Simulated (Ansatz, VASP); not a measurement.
## Si31O64 (V_Si) in two plane-wave programs

Aim: how closely do two programs agree when they are given the same cell, functional and k mesh? The cell is taken from a series of runs on this material, whose earlier steps may have relaxed, scaled, displaced or heated it; both programs get it as it stands.

Main program and level: Ansatz 0.2.0; plane waves, with VASP 6.6.1 beside it; single point at r2SCAN.

### 1. Starting point

The cell holds 95 atoms: 31 Si and 64 O. Its edges and angles: a = 9.926 Å, b = 9.926 Å, c = 11.836 Å, α = 53.4°, β = 53.4°, γ = 73.2°. It derives from SiO2 (SiO2 (P4_2/mnm)). Nearest the centre at fractional (0.500, 0.500, 0.500): O82 at 1.89 Å, O88 at 1.89 Å, O86 at 1.90 Å, O84 at 1.90 Å, O47 at 1.91 Å, O45 at 1.91 Å, Si26 at 2.57 Å, Si6 at 2.58 Å.

### 2. Ansatz: single point, r2SCAN

Ansatz runs on its PAW soft_1 files.

With cell and atoms fixed, the geometry can't cause a difference; cores, projectors, grids and the points listed under the comparison can.

input.yaml reads:

```yaml
crystal:
  checkpoint: "../q0.relax.run"
  host: checkpoint
basis:
  ecutwfc: 500
  xc_grid: 2
hamiltonian:
  xc: r2scan
  pseudopotentials: { kind: paw, azcp: { folder: soft_1 } }
kpoints:
  mp_grid: { grid: [2, 2, 2], shift: [0.5, 0.5, 0.5] }
scf:
  occupations: { method: fermi_dirac, width: 0.01 }
  max_iter: 80
output:
  forces: true
  eigenvalues: true
  charged_corrections:
    epsilon: [3.41, 3.41, 3.58]
    static_epsilon: [11.6, 11.6, 9.01]
    defect_position: [0.5, 0.5, 0.5]
  eigenstates: { localisation: true }
  populations: true
  band_densities: [{ bands: [v1, v1] }, { bands: [c1, c1] }]
  write_density: true
  write_potential: true
  volumetric_format: npy
  elf: true
checkpoint:
  read: "../q0.relax.run"
  write: "../q0.point.run"
  compress: false
  write_wavefunctions: false
  write_every: 100000
```

Run with:

```console
$ ansatz run input.yaml --threads 4 --pin off --max-ram 15073MiB --backend cpu --events-out ev --progress --plain --runs-dir out
```

Numbers of over 12 decimals in the logs are rounded to 6 here.

Log:

```text
crystal.checkpoint: the structure is that of <dir>, a `relax` run, at its step 6: its result, under r2scan at a charge of 0 e; 95 atoms read, 0 with a starting moment; crystal.structure_sha256 for this input is
Engine: ansatz 0.2.0, aarch64-unknown-linux-gnu
Pseudopotentials: kind: paw
Pseudopotential: Si, paw, valence charge 4, recommended cutoff 500 eV (meta_gga), soft_1/Si.paw.azcp
Pseudopotential: O, paw, valence charge 6, recommended cutoff 500 eV (meta_gga), soft_1/O.paw.azcp
Functional definition: r2SCAN
  parameter k0 = 0.174
  parameter k1 = 0.065
  parameter a1 = 4.9479
  exchange = r2scan_x(k0 = k0, k1 = k1, a1 = a1)
  correlation = r2scan_c
Crystal: 95 atoms, lattice volume = 747.688 Å³
Basis set: ecut = 500 eV, 18959 PW (Γ), exchange–correlation on 150×150×180 points (8 copies of the dense FFT grid, shifted against one another)
Bands: 349, of which v1, the nominal top of the filled ones, is band 254 counted from 1 (253 counted from 0)
Symmetry: 1 space group operations
Space group: P1 (ITA 1), of the structure as read, at distance tolerance 9.1e-5 Å
k-points: 4 of 8 (time reversal used)
Non-local potential: Si, projectors of the file, l = 0: 2, l = 1: 2, l = 2: 1
Non-local potential: O, projectors of the file, l = 0: 2, l = 1: 2, l = 2: 1
PAW form: soft (Blöchl's): semilocal exchange-correlation on the pseudo side does not see the compensation charge
PAW frozen core: Si, regenerated for the run's functional (the file was generated under x = pbe(κ = 0.804, μ = 0.219515), c = pbe(β = 0.066725))
PAW frozen core: O, regenerated for the run's functional (the file was generated under x = pbe(κ = 0.804, μ = 0.219515), c = pbe(β = 0.066725))
PAW one-centre angular grid: Si, 302 points (default); XC on 160 Gauss nodes
PAW one-centre angular grid: O, 302 points (default); XC on 160 Gauss nodes
Initial density: read from a saved state, or passed on in memory by an earlier SCF of this step, an earlier step, the calling program or the single point that the run made first
Stability of the state it starts from, as read at its close in the unpolarized treatment: not read negative (Ritz values of 1 − χ₀K, real part plus size of imaginary part, from 1.1 to 1.4, by its mixing steps under no symmetry)
Initial wavefunctions: pseudopotential atomic-orbital guess — the wavefunctions supplied were not used: k-point sampling differs
Functional: x = r2scan, c = r2scan; τ floored in thin density (d = 2e-4 eV/Å³)
iter 1 solved again at ethr=4.15e-5 eV; its pass at ethr=3.10e-3 eV (dr2=2.11e-1 eV) is discarded
SCF iter   1: F=—  HF=-56294.634661 eV  |F-HF|=—  |Δ(HF+E_count)|=         —  Δρ=8.49e-3  dr2=2.10e-1  dr2_τ=7.78e-3  ethr=4.15e-5  ⟨swp⟩=11.5  Hψ=11615  notcnv=0  defer=12
preconditioner: auto → Resta (q_TF=auto, 2.558 Å⁻¹)  ε∞=3.4  [insulator: Δε(μ)=0.044 eV  Ē_g=19.922 eV  σ=0.010 eV  W_gap=0.79  n_scr=200 (ndim 8)  ℏωp=30.6 eV  f_vac=0.001  D(μ)=20.83/eV (n_scr^D=138)  ε∞_Penn≈3.4]
SCF iter   2: F=—  HF=-56294.607363 eV  |F-HF|=—  |Δ(HF+E_count)|=   2.73e-2  Δρ=3.51e-3  dr2=9.05e-2  dr2_τ=9.38e-3  ethr=4.13e-5  ⟨swp⟩=2.0  Hψ=2418  notcnv=0  defer=354
SCF iter   3: F=—  HF=-56294.631026 eV  |F-HF|=—  |Δ(HF+E_count)|=   2.37e-2  Δρ=8.00e-3  dr2=5.93e-1  dr2_τ=3.11e-2  ethr=1.78e-5  ⟨swp⟩=3.0  Hψ=1857  notcnv=0  defer=354  recentre
SCF iter   4: F=—  HF=-56294.601426 eV  |F-HF|=—  |Δ(HF+E_count)|=   2.96e-2  Δρ=1.68e-3  dr2=2.41e-2  dr2_τ=1.07e-3  ethr=1.78e-5  ⟨swp⟩=3.0  Hψ=1856  notcnv=0  defer=354
SCF iter   5: F=—  HF=-56294.602471 eV  |F-HF|=—  |Δ(HF+E_count)|=   1.05e-3  Δρ=2.50e-3  dr2=7.91e-2  dr2_τ=3.45e-3  ethr=4.75e-6  ⟨swp⟩=2.0  Hψ=1076  notcnv=0  defer=354  recentre
SCF iter   6: F=—  HF=-56294.600485 eV  |F-HF|=—  |Δ(HF+E_count)|=   1.99e-3  Δρ=9.19e-4  dr2=9.23e-3  dr2_τ=2.02e-4  ethr=4.75e-6  ⟨swp⟩=2.0  Hψ=1046  notcnv=0  defer=354
SCF iter   7: F=—  HF=-56294.600155 eV  |F-HF|=—  |Δ(HF+E_count)|=   3.30e-4  Δρ=2.37e-4  dr2=4.11e-4  dr2_τ=1.22e-5  ethr=1.82e-6  ⟨swp⟩=1.0  Hψ=1042  notcnv=0  defer=354
SCF iter   8: F=—  HF=-56294.600160 eV  |F-HF|=—  |Δ(HF+E_count)|=   5.10e-6  Δρ=1.94e-4  dr2=4.12e-4  dr2_τ=2.00e-5  ethr=8.08e-8  ⟨swp⟩=2.0  Hψ=1170  notcnv=0  defer=354
SCF iter   9: F=—  HF=-56294.600172 eV  |F-HF|=—  |Δ(HF+E_count)|=   1.17e-5  Δρ=1.58e-4  dr2=2.69e-4  dr2_τ=1.52e-5  ethr=8.08e-8  ⟨swp⟩=2.0  Hψ=1051  notcnv=0  defer=354
SCF iter  10: F=—  HF=-56294.600151 eV  |F-HF|=—  |Δ(HF+E_count)|=   2.08e-5  Δρ=4.41e-5  dr2=1.58e-5  dr2_τ=5.42e-7  ethr=5.29e-8  ⟨swp⟩=1.0  Hψ=1042  notcnv=0  defer=354
SCF iter  11: F=—  HF=-56294.600849 eV  |F-HF|=—  |Δ(HF+E_count)|=   6.98e-4  Δρ=4.31e-5  dr2=1.86e-5  dr2_τ=1.21e-6  ethr=3.11e-9  ⟨swp⟩=2.0  Hψ=1750  notcnv=0  defer=354
SCF iter  12: F=—  HF=-56294.600849 eV  |F-HF|=—  |Δ(HF+E_count)|=   5.19e-7  Δρ=2.64e-5  dr2=6.00e-6  dr2_τ=3.54e-7  ethr=3.11e-9  ⟨swp⟩=2.0  Hψ=1061  notcnv=0  defer=354
[...]
k-point 3: bands = [... 250 lower, 9.0644, 9.1302, 9.2441, 9.2873, 9.3222, 9.5353, 17.0689, 17.7181, ... 91 higher]
--- Löwdin populations: 95 sites ---
  site symbol       q [e]
     0     Si      2.3486
     1     Si      2.3446
     2     Si      2.3409
     3     Si      2.3348
     4      O      6.7266
     5      O      6.7274
     6      O      6.7273
     7      O      6.7271
     8      O      6.7270
     9      O      6.7240
    10      O      6.7269
    11      O      6.7240
    12     Si      2.3456
    13     Si      2.3300
    14     Si      2.3409
    15     Si      2.3350
    16      O      6.7273
    17      O      6.7056
    18      O      6.7267
    19      O      6.7092
    20      O      6.7295
    21      O      6.6371
    22      O      6.7294
    23      O      6.6369
[...]
87      O      6.6546
    88      O      6.7271
    89      O      6.7216
    90      O      6.7274
    91      O      6.7240
    92      O      6.7270
    93      O      6.7240
    94      O      6.7270
  spilling = 0.011878 (of n_electrons = 508.000000)
--- Band densities, each state counted as filled ---
  window                                       electrons  max residual (eV)  cut levels
  bands: [v1, v1]                               2.000000             1.6e-9           0
  bands: [c1, c1]                               2.000000             1.1e-5           0
```

### 3. VASP: single point, r2SCAN

The same cell, functional, mesh and smearing now go to VASP, with its own data sets.

Lines of VASP's logs that name or quote its potential files are left out, and so is its time.

INCAR reads:

```
SYSTEM = Si31O64
PREC = Accurate
ENCUT = 580
EDIFF = 1E-06
NELM = 120
ISMEAR = -1
SIGMA = 0.01
LREAL = Auto
ALGO = Normal
METAGGA = R2SCAN
LASPH = .TRUE.
NBANDS = 320
LORBIT = 11
LWAVE = .FALSE.
LCHARG = .FALSE.
ISIF = 2
ISYM = 0
GGA_COMPAT = .FALSE.
LMIXTAU = .TRUE.
KPAR = 4
```

POSCAR reads:

```
Si31O64
1.0
    0.0000000000      8.3695907132      5.3368094992
    8.3695907132      0.0000000000      5.3368094992
    8.3695907132      8.3695907132      0.0000000000
Si O
31 64
Direct
    0.9994415512      0.9996080906      0.0005502376
    0.2491225157      0.2493055626      0.2506455663
[... 1 atom line left out ...]
    0.3764553379      0.3766034799      0.3738120828
[... 1 atom line left out ...]
    0.2583117141      0.2584723390      0.7414822874
[... 1 atom line left out ...]
    0.3770781974      0.3772738631      0.8721590348
[... 3 atom lines left out ...]
    0.3776195579      0.8708691715      0.3762130985
[... 2 atom lines left out ...]
    0.1281822060      0.6213208508      0.6248894995
[... 2 atom lines left out ...]
    0.7496446565      0.2492567512      0.2515015656
[... 1 atom line left out ...]
    0.8707063606      0.3778244797      0.3762210653
[... 1 atom line left out ...]
    0.7497721864      0.2494304662      0.7495999081
    0.6211922524      0.1283279181      0.6248752774
[... 2 atom lines left out ...]
    0.7405608261      0.7407618188      0.2595579946
    0.6217855030      0.6219434732      0.1289331261
[... 2 atom lines left out ...]
    0.6223659456      0.6226100580      0.6272510775
[... 10 atom lines left out ...]
    0.2501362973      0.2503486671      0.9037261960
[... 1 atom line left out ...]
    0.2497849343      0.2499209459      0.5959463182
    0.0271749929      0.2209926958      0.8757859125
    0.2594431781      0.4679693848      0.6363459219
    0.2208303945      0.0273497769      0.8757988908
    0.4678230800      0.2595792885      0.6364478049
    0.0023344174      0.4990543661      0.1514468842
    0.2487571673      0.7503280136      0.4030438580
    0.0034778728      0.4985649938      0.3472497303
[... 3 atom lines left out ...]
    0.2210220185      0.5284334707      0.3746484699
    0.4706143152      0.7778864717      0.1251266981
[... 2 atom lines left out ...]
    0.9965125434      0.5001753537      0.8496301646
    0.2487081715      0.7502387282      0.5980496558
[... 2 atom lines left out ...]
    0.2211601981      0.5284119908      0.8759989137
    0.4706087282      0.7780192627      0.6264244129
    0.4988432811      0.0025253306      0.1514722662
    0.7501169477      0.2489532458      0.4030551658
[... 2 atom lines left out ...]
    0.5282540567      0.2212295078      0.3746038359
    0.7776844020      0.4707937206      0.1251046298
[... 4 atom lines left out ...]
    0.4999906565      0.9966938624      0.8496262297
    0.7500950466      0.2489108626      0.5980183033
    0.5282342121      0.2213579336      0.8759564506
    0.7778331509      0.4708014899      0.6264194106
[... 2 atom lines left out ...]
    0.4993188823      0.4995540606      0.1487360845
    0.7491152543      0.7492712781      0.4051257892
    0.4985197797      0.4986644363      0.3417869021
    0.7487057344      0.7488957990      0.0973150849
    0.5310609804      0.7396731319      0.3646696784
    0.7780501617      0.9718630888      0.1252547423
    0.7395141627      0.5312738220      0.3645631453
    0.9716912367      0.7782219212      0.1252696877
    0.5003038692      0.5005373186      0.6593207696
[... 1 atom line left out ...]
    0.4995165704      0.4997204161      0.8523469348
[... 4 atom lines left out ...]
    0.9718166298      0.7774343263      0.6255173907
```

KPOINTS reads:

```
Points of the shifted mesh
8
Reciprocal
 0.2500000000  0.2500000000  0.2500000000 1
 0.2500000000  0.2500000000  0.7500000000 1
 0.2500000000  0.7500000000  0.2500000000 1
 0.2500000000  0.7500000000  0.7500000000 1
 0.7500000000  0.2500000000  0.2500000000 1
 0.7500000000  0.2500000000  0.7500000000 1
 0.7500000000  0.7500000000  0.2500000000 1
 0.7500000000  0.7500000000  0.7500000000 1
```

Potentials, in the order of the species: Si and O (PBE family, release 64).

Run with:

```console
$ mpirun -np 8 vasp_std
```

Log:

```text
[banner, memory and clock lines left out]
running    8 mpi-ranks, on    1 nodes
[...]
|                                                                             |
|           W    W    AA    RRRRR   N    N  II  N    N   GGGG   !!!           |
|           W    W   A  A   R    R  NN   N  II  NN   N  G    G  !!!           |
|           W    W  A    A  R    R  N N  N  II  N N  N  G       !!!           |
|           W WW W  AAAAAA  RRRRR   N  N N  II  N  N N  G  GGG   !            |
|           WW  WW  A    A  R   R   N   NN  II  N   NN  G    G                |
|           W    W  A    A  R    R  N    N  II  N    N   GGGG   !!!           |
|                                                                             |
|     For optimal performance we recommend to set                             |
|       NCORE = 2 up to number-of-cores-per-socket                            |
|     NCORE specifies how many cores store one orbital (NPAR=cpu/NCORE).      |
|     This setting can greatly improve the performance of VASP for DFT.       |
[...]
|               ----> ADVICE to this user running VASP <----                  |
|                                                                             |
|     You enforced a specific xc type in the INCAR file but a different       |
|     [... a line on the potential file left out ...]
|     I HOPE YOU KNOW WHAT YOU ARE DOING!                                     |
|                                                                             |

 LDA part: xc-table for (None), standard interpolation
 POSCAR, INCAR and KPOINTS ok, starting setup
[...]
entering main loop
       N       E                     dE             d eps       ncg     rms          rms(c)
DAV:   1     0.284908756375E+04    0.28491E+04   -0.31284E+05  5120   0.175E+03
DAV:   2    -0.939704591162E+03   -0.37888E+04   -0.37106E+04  5976   0.376E+02
DAV:   3    -0.113457623468E+04   -0.19487E+03   -0.19322E+03  6104   0.860E+01
DAV:   4    -0.113712220037E+04   -0.25460E+01   -0.25352E+01  6016   0.107E+01
[...]
DAV:  24    -0.916190807483E+03    0.16644E-05   -0.20153E-06  3256   0.376E-03    0.265E-03
DAV:  25    -0.916190808776E+03   -0.12930E-05   -0.15435E-06  3296   0.363E-03    0.125E-03
DAV:  26    -0.916190808839E+03   -0.63614E-07   -0.21295E-07  2944   0.116E-03
   1 F= -.91619081E+03 E0= -.91618514E+03  d E =-.113304E-01
```

Parts of OUTCAR (step 3):

```text
  FREE ENERGIE OF THE ION-ELECTRON SYSTEM (eV)
  ---------------------------------------------------
  free  energy   TOTEN  =      -916.1908088392 eV

  energy  without entropy=     -916.1794784183  energy(sigma->0) =     -916.18514363

[... 2 further parts left out ...]
[key lines of the parts left out:]
E-fermi :   7.0289
```

The run ends at a pressure of 1.35 GPa, with forces up to 0.20 eV/Å.

### 4. Side by side

Known differences besides the potentials themselves: VASP keeps PBE cores, Ansatz makes them for the functional; the cutoff is 500 eV in Ansatz and 580 eV in VASP (PREC = Accurate, projectors in real space). Total energies have different zeros and are not compared.

Both answers:

```tsv
quantity	Ansatz	VASP	difference
gap on the k mesh (eV)	0.035	0.034	+0.001
```

Forces on 8 of the 95 atoms, those with the largest forces and the largest differences (eV/Å; atoms numbered as in POSCAR):

```tsv
atom	Ansatz x, y, z	VASP x, y, z
Si8	0.014, 0.015, 0.064	0.024, 0.028, 0.007
Si26	0.035, 0.036, 0.170	0.034, 0.034, 0.178
O45	0.007, -0.068, 0.172	0.005, -0.068, 0.178
O47	-0.067, -0.001, 0.172	-0.068, -0.003, 0.178
O82	0.009, 0.007, 0.173	0.058, 0.055, 0.174
O84	0.063, -0.002, -0.176	0.063, 0.000, -0.182
O86	0.000, 0.069, -0.179	0.003, 0.069, -0.184
O88	-0.010, -0.008, -0.172	-0.060, -0.057, -0.172
```

The forces differ by 15 meV/Å r.m.s., which is 28.4 % of the r.m.s. force of 0.054 eV/Å (both taken over all components). A gap on the mesh is an upper bound, since the band edges may lie between its points.

### 5. Summary of results

```json
{
 "r.m.s. force difference (single point, r2SCAN)": "15 meV/Å"
}
```

The r.m.s. force difference is 15 meV/Å (single point, r2SCAN), beyond the 12 meV/Å picked in this series as the mark of a large difference. What causes the difference of the single point, r2SCAN pair stays open here. Such differences can come from data sets, numerical settings and the points named under the comparisons, not from the functional's error against experiment.

[Lines on the potential files, build, host, timing and source positions are cut from VASP's logs without a mark.]

[Logs are printed without paths, hosts, clocks, repeated set-up lines and the standing remarks that a program may print on its own settings, such as how far it seeks lower states.]

[Hosts, paths, dates, database ids (printed as entryN), source tags and the programs' standing remarks are cut or masked in the printed files.]
